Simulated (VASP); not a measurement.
# A few sheets of CoCl2: relaxation and electronic structure

Aim: model a few sheets of CoCl2 by a slab and find how far its highest filled level lies below the vacuum.

Program: VASP 6.6.1. Level of theory: r2SCAN, spin-polarised from a ferromagnetic start; plane waves and PAW (Cl, Co). Results are calculated unless marked as measured.

### Step 1. Starting point

The cell holds 6 atoms: 4 Cl and 2 Co. Its edges and angles: a = 3.540 Å, b = 3.540 Å, c = 23.621 Å, α = 90.0°, β = 90.0°, γ = 120.0°. It derives from CoCl2. A few sheets cut from a layered arrangement of the crystal. Vacuum lies along c.

Coordinates:

```cif
data_structure
_symmetry_space_group_name_H-M 'P 1'
_symmetry_Int_Tables_number 1
_cell_length_a 3.5400
_cell_length_b 3.5400
_cell_length_c 23.6213
_cell_angle_alpha 90.000
_cell_angle_beta 90.000
_cell_angle_gamma 120.000
_cell_volume 256.36
loop_
_atom_site_label
_atom_site_type_symbol
_atom_site_fract_x
_atom_site_fract_y
_atom_site_fract_z
_atom_site_occupancy
Cl1 Cl 0.33333 0.66667 0.68249 1
Cl2 Cl 0.66667 0.33333 0.57036 1
Cl3 Cl 0.33333 0.66667 0.42964 1
Cl4 Cl 0.66667 0.33333 0.31751 1
Co5 Co 0.00000 0.00000 0.62642 1
Co6 Co 0.00000 0.00000 0.37358 1
```

### Step 2. Relaxing the slab

All atoms relax at the fixed cell.

INCAR reads:

```
SYSTEM = CoCl2
PREC = Normal
ENCUT = 300
EDIFF = 1E-05
NELM = 120
ISMEAR = 0
SIGMA = 0.05
LREAL = .FALSE.
ALGO = Normal
METAGGA = R2SCAN
LASPH = .TRUE.
NBANDS = 35
ISPIN = 2
MAGMOM = 0 0 0 0 2 2
LMAXMIX = 4
LORBIT = 11
LWAVE = .FALSE.
LCHARG = .FALSE.
KPAR = 2
IBRION = 2
NSW = 40
ISIF = 2
EDIFFG = -0.03
POTIM = 0.4
MAXMIX = 40
IDIPOL = 3
LDIPOL = .TRUE.
DIPOL = 0.5 0.5 0.5
```

POSCAR reads:

```
CoCl2
1.0
    3.5400119550      0.0000000000      0.0000000000
   -1.7700059770      3.0657402820      0.0000000000
    0.0000000000      0.0000000000     23.6212516423
Cl Co
4 2
Direct
    0.3333333330      0.6666666670      0.6824893060
    0.6666666670      0.3333333330      0.5703553090
    0.3333333330      0.6666666670      0.4296446910
    0.6666666670      0.3333333330      0.3175106940
    0.0000000000      0.0000000000      0.6264223070
    0.0000000000      0.0000000000      0.3735776930
```

KPOINTS reads:

```
Automatic mesh
0
Gamma
9 9 1
0 0 0
```

PAW data sets: Cl and Co (PBE family, release 64).

Launch:

```sh
$ mpirun -np 2 vasp_std
```

The log of the run:

```text
[banner, memory and clock lines left out]
running    2 mpi-ranks, on    1 nodes
 distrk:  each k-point on    1 cores,    2 groups
 distr:  one band on    1 cores,    1 groups

 POSCAR found type information on POSCAR ClCo
 POSCAR found :  2 types and       6 ions
|                                                                             |
|               ----> ADVICE to this user running VASP <----                  |
|                                                                             |
|     You enforced a specific xc type in the INCAR file but a different       |
|     [... a line on the potential file left out ...]
|     I HOPE YOU KNOW WHAT YOU ARE DOING!                                     |
|                                                                             |

 LDA part: xc-table for (None), standard interpolation
 POSCAR, INCAR and KPOINTS ok, starting setup
 FFT: planning ... GRIDC
 FFT: planning ... GRID_SOFT
 FFT: planning ... GRID
 WAVECAR not read
 entering main loop
       N       E                     dE             d eps       ncg     rms          rms(c)
DAV:   1     0.274585872356E+03    0.27459E+03   -0.13924E+04  1680   0.734E+02
DAV:   2    -0.213285065608E+02   -0.29591E+03   -0.27631E+03  1906   0.223E+02
DAV:   3    -0.665429603408E+02   -0.45214E+02   -0.44539E+02  2077   0.940E+01
DAV:   4    -0.678382807093E+02   -0.12953E+01   -0.12915E+01  2045   0.203E+01
DAV:   5    -0.678802437178E+02   -0.41963E-01   -0.41941E-01  2320   0.351E+00    0.217E+01
DAV:   6    -0.570572290298E+02    0.10823E+02   -0.60842E+01  2235   0.801E+01    0.301E+01
DAV:   7    -0.553675949931E+02    0.16896E+01   -0.93367E+00  2035   0.555E+01    0.124E+01
DAV:   8    -0.558645888825E+02   -0.49699E+00   -0.58712E+00  2200   0.140E+01    0.691E+00
DAV:   9    -0.554693658573E+02    0.39522E+00   -0.20530E+00  2090   0.142E+01    0.489E+00
DAV:  10    -0.555429508753E+02   -0.73585E-01   -0.67262E-01  2136   0.606E+00    0.337E+00
DAV:  11    -0.559255882923E+02   -0.38264E+00   -0.21010E-01  1957   0.681E+00    0.190E+00
DAV:  12    -0.562469427366E+02   -0.32135E+00   -0.30798E-01  2136   0.447E+00    0.941E-01
DAV:  13    -0.564982536226E+02   -0.25131E+00   -0.30306E-01  2101   0.293E+00    0.870E-01
DAV:  14    -0.565593968121E+02   -0.61143E-01   -0.31646E-02  1889   0.117E+00    0.805E-01
DAV:  15    -0.566049640129E+02   -0.45567E-01   -0.17687E-02  2065   0.680E-01    0.604E-01
DAV:  16    -0.566668729891E+02   -0.61909E-01   -0.41074E-02  1885   0.944E-01    0.368E-01
DAV:  17    -0.566785421534E+02   -0.11669E-01   -0.85930E-03  2196   0.727E-01    0.231E-01
DAV:  18    -0.566809909386E+02   -0.24488E-02   -0.21898E-03  1994   0.305E-01    0.155E-01
DAV:  19    -0.566815145074E+02   -0.52357E-03   -0.61025E-04  1987   0.155E-01    0.922E-02
DAV:  20    -0.566820118564E+02   -0.49735E-03   -0.34514E-04  2132   0.160E-01    0.382E-02
DAV:  21    -0.566820090183E+02    0.28381E-05   -0.96861E-05  1843   0.746E-02
   1 F= -.56682009E+02 E0= -.56682009E+02  d E =-.566820E+02  mag=     6.0004
 curvature:   0.00 expect dE= 0.000E+00 dE for cont linesearch  0.000E+00
 trial: gam= 0.00000 g(F)=  0.191E-03 g(S)=  0.000E+00 ort = 0.000E+00 (trialstep = 0.100E+01)
 search vector abs. value=  0.191E-03
 bond charge predicted
       N       E                     dE             d eps       ncg     rms          rms(c)
DAV:   1    -0.566817980680E+02    0.21379E-03   -0.26503E-02  1835   0.686E-01    0.113E-01
DAV:   2    -0.566818274633E+02   -0.29395E-04   -0.57291E-04  1759   0.146E-01    0.550E-02
DAV:   3    -0.566819792365E+02   -0.15177E-03   -0.92676E-05  1731   0.698E-02    0.189E-02
DAV:   4    -0.566820219242E+02   -0.42688E-04   -0.13849E-05  1459   0.298E-02    0.117E-02
DAV:   5    -0.566821280803E+02   -0.10616E-03   -0.15936E-05  1545   0.297E-02    0.710E-03
DAV:   6    -0.566821888298E+02   -0.60750E-04   -0.68021E-06  1264   0.210E-02    0.362E-03
DAV:   7    -0.566821743766E+02    0.14453E-04   -0.21776E-06  1152   0.125E-02    0.266E-03
DAV:   8    -0.566822006026E+02   -0.26226E-04   -0.18805E-06  1159   0.104E-02    0.146E-03
DAV:   9    -0.566821791159E+02    0.21487E-04   -0.16334E-06  1148   0.100E-02    0.121E-03
DAV:  10    -0.566821651822E+02    0.13934E-04   -0.10820E-06  1223   0.770E-03    0.106E-03
DAV:  11    -0.566821643858E+02    0.79638E-06   -0.84429E-07  1198   0.615E-03
   2 F= -.56682164E+02 E0= -.56682164E+02  d E =-.155367E-03  mag=     5.9998
 trial-energy change:   -0.000155  1 .order   -0.000166   -0.000191   -0.000140
 step:   3.7593(harm=  3.7593)  dis= 0.00687  next Energy=   -56.682368 (dE=-0.359E-03)
 bond charge predicted
       N       E                     dE             d eps       ncg     rms          rms(c)
DAV:   1    -0.566796762155E+02    0.24890E-02   -0.20173E-01  1704   0.189E+00    0.308E-01
DAV:   2    -0.566821526306E+02   -0.24764E-02   -0.32614E-03  2006   0.351E-01    0.371E-02
DAV:   3    -0.566823910251E+02   -0.23839E-03   -0.42486E-04  1787   0.107E-01    0.287E-02
DAV:   4    -0.566823491467E+02    0.41878E-04   -0.20827E-05  1602   0.348E-02    0.214E-02
DAV:   5    -0.566823333357E+02    0.15811E-04   -0.12629E-05  1363   0.281E-02    0.135E-02
DAV:   6    -0.566823388284E+02   -0.54927E-05   -0.71384E-06  1324   0.198E-02
   3 F= -.56682339E+02 E0= -.56682339E+02  d E =-.329810E-03  mag=     5.9990
 curvature:  -1.88 expect dE=-0.182E-03 dE for cont linesearch -0.515E-06
 trial: gam= 0.46942 g(F)=  0.969E-04 g(S)=  0.000E+00 ort = 0.724E-05 (trialstep = 0.155E+01)
 search vector abs. value=  0.146E-03
 reached required accuracy - stopping structural energy minimisation
```

Elapsed: 2.6 min, on 2 MPI ranks of Intel Xeon Platinum 8559C (Emerald Rapids), shared host; peak memory 0.45 GiB; 5.3 min of CPU time.

The logs omit lines about the potential files and the build; timing stands in the text.

OUTCAR, selected parts (step 2):

```text
ion  position               nearest neighbor table
   1  0.333  0.667  0.682-   5 2.44   5 2.44   5 2.44
   2  0.667  0.333  0.570-   5 2.44   5 2.44   5 2.44
   3  0.333  0.667  0.430-   6 2.44   6 2.44   6 2.44
   4  0.667  0.333  0.318-   6 2.44   6 2.44   6 2.44
   5  0.000  0.000  0.626-   2 2.44   2 2.44   2 2.44   1 2.44   1 2.44   1 2.44
   6  0.000  0.000  0.374-   3 2.44   3 2.44   3 2.44   4 2.44   4 2.44   4 2.44

  LATTYP: Found a hexagonal cell.
 ALAT       =     3.5400119550
 C/A-ratio  =     6.6726474211

 Subroutine GETGRP returns: Found 12 space group operations
 (whereof 12 operations were pure point group operations)

The static configuration has the point symmetry D_3d.

 Found     12 irreducible k-points:

   k-points           NKPTS =     12   k-points in BZ     NKDIM =     12   number of bands    NBANDS=     35

   dimension x,y,z NGX =    16 NGY =   16 NGZ =  100
   dimension x,y,z NGXF=    32 NGYF=   32 NGZF=  200

   ENCUT  =  300.0 eV  22.05 Ry    4.70 a.u.   5.00  5.00 33.36*2*pi/ulx,y,z

   NELECT =      46.0000    total number of electrons

 k-points in reciprocal lattice and weights: Automatic mesh
   0.00000000  0.00000000  0.00000000       0.012
   0.11111111  0.00000000  0.00000000       0.074
   0.22222222 -0.00000000  0.00000000       0.074
   0.33333333  0.00000000  0.00000000       0.074
   0.44444444 -0.00000000  0.00000000       0.074
   0.11111111  0.11111111  0.00000000       0.074
   0.22222222  0.11111111  0.00000000       0.148
   0.33333333  0.11111111  0.00000000       0.148
   0.44444444  0.11111111  0.00000000       0.074
   0.22222222  0.22222222  0.00000000       0.074
   0.33333333  0.22222222  0.00000000       0.148
   0.33333333  0.33333333  0.00000000       0.025

 dipolmoment           0.000000      0.000000     -0.000000 electrons x Angstroem

 average (electrostatic) potential at core
       1-100.4085       2-100.3675       3-100.3675       4-100.4085       5 -95.4513
       6 -95.4513

 E-fermi :  -2.0978

 spin component 1
 k-point     1 :       0.0000    0.0000    0.0000
  band No.  band energies     occupation
    ...
     22      -4.1090      1.00000
     23      -2.7333      1.00000
     24      -2.7332      1.00000
     25      -2.7095      1.00000
     26      -2.7094      1.00000
     27       2.7506      0.00000
     28       3.2473      0.00000
     29       4.1777      0.00000
     30       4.2052      0.00000
     31       4.4959      0.00000
    ...

 k-point     2 :       0.1111    0.0000    0.0000
  band No.  band energies     occupation
    ...
     22      -3.9863      1.00000
     23      -3.0457      1.00000
     24      -3.0328      1.00000
     25      -2.8041      1.00000
     26      -2.7744      1.00000
     27       3.2186      0.00000
     28       3.6316      0.00000
     29       4.5758      0.00000
     30       4.7166      0.00000
     31       4.7943      0.00000
    ...

 k-point     3 :       0.2222   -0.0000    0.0000
  band No.  band energies     occupation
    ...
     22      -3.9741      1.00000
     23      -3.5492      1.00000
     24      -3.3259      1.00000
     25      -2.8841      1.00000
     26      -2.8446      1.00000
     27       4.0538      0.00000
     28       4.2011      0.00000
     29       4.9272      0.00000
     30       5.0089      0.00000
     31       5.4650      0.00000
    ...

 k-point     4 :       0.3333    0.0000    0.0000
  band No.  band energies     occupation
    ...
     22      -4.1868      1.00000
     23      -3.3918      1.00000
     24      -3.1813      1.00000
     25      -2.8494      1.00000
     26      -2.8028      1.00000
     27       3.7921      0.00000
     28       3.9304      0.00000
     29       5.0001      0.00000
     30       5.2618      0.00000
     31       6.1250      0.00000
    ...

 k-point     5 :       0.4444   -0.0000    0.0000
  band No.  band energies     occupation
    ...
     22      -4.2591      1.00000
     23      -3.1458      1.00000
     24      -3.0706      1.00000
     25      -2.7976      1.00000
     26      -2.7475      1.00000
     27       3.4271      0.00000
     28       3.5058      0.00000
     29       4.9226      0.00000
     30       5.1104      0.00000
     31       6.5504      0.00000
    ...

 k-point     6 :       0.1111    0.1111    0.0000
  band No.  band energies     occupation
    ...
     22      -3.8861      1.00000
     23      -3.3388      1.00000
     24      -3.2170      1.00000
     25      -2.9860      1.00000
     26      -2.9595      1.00000
     27       3.9144      0.00000
     28       4.1452      0.00000
     29       4.9495      0.00000
     30       5.1758      0.00000
     31       5.4841      0.00000
    ...

  Total       -0.0461819     -0.0461819     -0.1969964     -0.0000000      0.0000000      0.0000000
  in kB       -0.2886288     -0.2886288     -1.2311922     -0.0000000      0.0000000      0.0000000
  external PRESSURE =      -0.6028166 kB  Pullay stress =       0.0000000 kB

  energy-cutoff  :      300.00
  volume of cell :      256.36
      direct lattice vectors                 reciprocal lattice vectors
     3.540011955  0.000000000  0.000000000     0.282484922  0.163092746  0.000000000
    -1.770005977  3.065740282  0.000000000     0.000000000  0.326185491  0.000000000
     0.000000000  0.000000000 23.621251642     0.000000000  0.000000000  0.042334759

 POSITION                                       TOTAL-FORCE (eV/Angst)
 -----------------------------------------------------------------------------------
     -0.00000      2.04383     16.12080        -0.000000     -0.000000      0.026168
      1.77001      1.02191     13.47469        -0.000000      0.000000      0.023596
     -0.00000      2.04383     10.14657         0.000000      0.000000     -0.023596
      1.77001      1.02191      7.50045         0.000000     -0.000000     -0.026168
      0.00000      0.00000     14.80375         0.000000      0.000000     -0.003802
      0.00000      0.00000      8.81750        -0.000000     -0.000000      0.003802
 -----------------------------------------------------------------------------------
    total drift:                                0.000000     -0.000000     -0.000000

  FREE ENERGIE OF THE ION-ELECTRON SYSTEM (eV)
  ---------------------------------------------------
  free  energy   TOTEN  =       -56.6823388284 eV

  energy  without entropy=      -56.6823388284  energy(sigma->0) =      -56.68233883

 reached required accuracy - stopping structural energy minimisation

 vacuum level on the upper side and lower side of the slab         4.374         4.374

 total charge
# of ion       s       p       d       tot
------------------------------------------
    1        1.606   3.564   0.000   5.170
    2        1.607   3.560   0.000   5.167
    3        1.607   3.560   0.000   5.167
    4        1.606   3.564   0.000   5.170
    5        0.294   0.329   7.040   7.662
    6        0.294   0.329   7.040   7.662
--------------------------------------------------
tot          7.014  14.905  14.079  35.998

 magnetization (x)
# of ion       s       p       d       tot
------------------------------------------
    1        0.010   0.131   0.000   0.141
    2        0.010   0.132   0.000   0.143
    3        0.010   0.132   0.000   0.143
    4        0.010   0.131   0.000   0.141
    5        0.019   0.014   2.596   2.629
    6        0.019   0.014   2.596   2.629
--------------------------------------------------
tot          0.079   0.555   5.192   5.826

[... 6 further parts left out ...]
```

The magnetic state follows from one typed start and may not be the lowest. The gap is read on the k-mesh alone, so it is an upper bound where the band edges lie off the mesh. The PAW data sets were made with PBE, which is usual practice but a small mismatch for other functionals. The run keeps the 12 symmetry operations of its start, so it cannot find a distortion of lower symmetry.

Step by step:

```csv
step,energy less that of the first step (eV),largest force (eV/Å)
1,0.0000,0.0473
2,-0.0002,0.0341
3,-0.0003,0.0262
```

Final coordinates:

```xyz
6
Lattice="3.5400 0.0000 0.0000 -1.7700 3.0657 0.0000 0.0000 0.0000 23.6213" Properties=species:S:1:pos:R:3
Cl    0.0000    2.0438   16.1208
Cl    1.7700    1.0219   13.4747
Cl    0.0000    2.0438   10.1466
Cl    1.7700    1.0219    7.5004
Co    0.0000    0.0000   14.8037
Co    0.0000    0.0000    8.8175
```

This step gave:

- electronic cycles: 38
- electrons: 46
- free energy (TOTEN): -56.6823 eV
- Fermi energy: -2.098 eV
- moment of the cell, from the last line of the log: 5.999 μB
- labelled metallic, from the levels on this mesh: no
- dipole moment: 0, 0, 0 e·Å
- gap on the k-mesh: 1.534 eV
- least direct gap on the k-mesh: 1.605 eV

Spin moment in the PAW sphere by atom:

```csv
atom,spin moment in the PAW sphere (μB)
Cl1,0.14
Cl2,0.14
Cl3,0.14
Cl4,0.14
Co5,2.63
Co6,2.63
```

The run ended after 3 ionic steps, 0.000 eV below its first step, once the forces on the free atoms met EDIFFG = -0.03.

Only the dipole across the slab is computed (IDIPOL = 3); zeros along the plane are no results.

(Continued in part 2 of 3.)

[Lines on the potential files, build, host, timing and source positions are cut from VASP's logs without a mark.]

[Logs are printed without paths, hosts, clocks, repeated set-up lines and the standing remarks that a program may print on its own settings, such as how far it seeks lower states.]

[Hosts, paths, dates, database ids (printed as entryN), source tags and the programs' standing remarks are cut or masked in the printed files.]

[In band tables of VASP the shares of atoms and orbitals are scaled to a sum of 1 inside the atoms' spheres.]

[Runs that stopped without an error message from VASP are left out.]
